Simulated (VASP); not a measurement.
Runs of VASP 6.6.1 on Ce. It takes space group Fm-3m (No. 225, cubic). Conventional cell: a = 4.592 Å, b = 4.592 Å, c = 4.592 Å, α = 90.00°, β = 90.00°, γ = 90.00°. Ce (site symmetry m-3m) is surrounded by 12 Ce at 3.25 Å. 

```tsv
task	cell	k mesh	cutoff (eV)	gap on the mesh (eV)	pressure (GPa)
single point	Fm-3m, 24.21 Å³/atom	16 × 16 × 16	520	none	(a)
single point	Fm-3m, 22.28 Å³/atom	16 × 16 × 16	520	none	4.5
single point	Fm-3m, 25.18 Å³/atom	16 × 16 × 16	520	none	-1.9
relaxation of cell and atoms	relaxed	11 × 11 × 11	600	none	-0.1
single point	Fm-3m, 24.21 Å³/atom	11 × 11 × 11	520	none	-0.2
```

Alike in all rows: level PBEsol; potentials or basis VASP PAW PBE potentials, release 64 (Ce); no spin polarisation; smearing fermi-dirac 0.1 eV.

Estimate the missing entries.

(a) -0.3.

Caveats: the PAW data sets were made with another functional, which shifts forces and pressure a little; the electronic state changed during the relaxation (some runs); the volume moved by over 15 % at a fixed basis, so the end points are rough (some runs); the volume moved by -30 % from the deposited cell, more than functionals usually miss (some runs).

A k mesh can miss the band edges, and the runs leave out spin-orbit coupling on Ce.

A gap of «none» marks a metal or a gap under the smearing width.
